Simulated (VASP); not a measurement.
Method: PBE GGA, VASP's PBE PAW potentials (set 64) (plane waves; VASP 6.6.1).

VASP input:

**KPOINTS_OPT**
```
k-points along high-symmetry lines
5
Line-mode
Reciprocal
  0.000000   0.000000   0.000000 ! GAMMA
  0.500000  -0.500000   0.000000 ! Y

  0.500000  -0.500000   0.000000 ! Y
  0.641472  -0.358528   0.000000 ! F_0

  0.358528   0.358528   0.000000 ! DELTA_0
  0.000000   0.000000   0.000000 ! GAMMA

  0.000000   0.000000   0.000000 ! GAMMA
  0.000000   0.000000   0.500000 ! Z

  0.000000   0.000000   0.500000 ! Z
  0.358528   0.358528   0.500000 ! B_0

  0.641472  -0.358528   0.500000 ! G_0
  0.500000  -0.500000   0.500000 ! T

  0.500000  -0.500000   0.500000 ! T
  0.500000  -0.500000   0.000000 ! Y

  0.000000   0.000000   0.000000 ! GAMMA
  0.500000   0.000000   0.000000 ! S

  0.500000   0.000000   0.000000 ! S
  0.500000   0.000000   0.500000 ! R

  0.500000   0.000000   0.500000 ! R
  0.000000   0.000000   0.500000 ! Z

  0.000000   0.000000   0.500000 ! Z
  0.500000  -0.500000   0.500000 ! T
```

File KPOINTS:
```
Automatic mesh
0
Gamma
4 4 2
0 0 0
```

### INCAR
```
# general
SYSTEM  = I
PREC    = Accurate
ENCUT   = 300
LREAL   = F
LASPH   = T

# electronic loop
EDIFF   = 1E-6
NELM    = 100
ALGO    = Normal
LMAXMIX = 4

# smearing
ISMEAR  = -1
SIGMA   = 0.01

# functional
GGA     = PE

# ions
ISIF    = 2

# output
LWAVE   = F
LCHARG  = F
```

**POSCAR**
```
I
1
    2.4029040000    -3.6469960000     0.0000000000
    2.4029040000     3.6469960000     0.0000000000
    0.0000000000     0.0000000000     9.8223070000
I
4
Direct
  0.8460000000   0.8460000000   0.8830000000
  0.6540000000   0.6540000000   0.3830000000
  0.3460000000   0.3460000000   0.6170000000
  0.1540000000   0.1540000000   0.1170000000
```

POTCAR, in this order: I (PBE.64 set). Program: vasp_std.

Q: What will the output report for the number of irreducible k-points (NKPTS), largest plane-wave count, number of space-group operations, FFT grid (NGX, NGY, NGZ)?

A: 
```yaml
number of irreducible k-points (NKPTS): 14
largest_plane_wave_count: 2052
number_of_space_group_operations: 8
FFT grid (NGX, NGY, NGZ): 28 × 28 × 56
```

The structure is a typed I crystal. The cell was not relaxed at this level.
